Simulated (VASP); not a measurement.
Computed with PBE GGA with D3 dispersion (Becke-Johnson damping), VASP's PBE PAW potentials (set 64) (plane waves; VASP 6.6.1). For the first row: Settings: 520 eV cut-off, 8×8×8 Γ-centred mesh, Gaussian smearing of 0.050 eV, potentials Pb_d S.

```tsv
system	energy (eV/atom)
PbS (rock salt)	-4.7252
Pb atom	-0.6153
S atom	-1.0736
```

Atoms are spin-polarised in a large box without symmetry, with the spin fixed by Hund's rule, and may not be in the lowest state of each functional; no zero-point energy is added.  Spin-orbit coupling is left out, which shifts such energies by up to tenths of an eV for the heavy elements here.

### Question
What is the cohesive energy per atom of PbS?

### Answer
The references average (1×(-0.6153) + 1×(-1.0736))/2 = -0.8445 eV, so the cohesive energy is -0.8445 − (-4.7252) = 3.881 eV/atom. Measured: 2.980 eV/atom at 0 K (as given by CRC Handbook of Chemistry and Physics, Standard Thermodynamic Properties of Chemical Substances; atomisation enthalpy at 298 K (2.968) less the gas atoms' H298-H0 (0.067), plus the solid's thermal (0.061) and zero-point (0.018) energy from a Debye model with theta = 183 K fitted to S(298) = 91.2 J/(mol K); atoms in their measured spin-orbit ground levels; the uncertainty is an estimate of this correction alone).
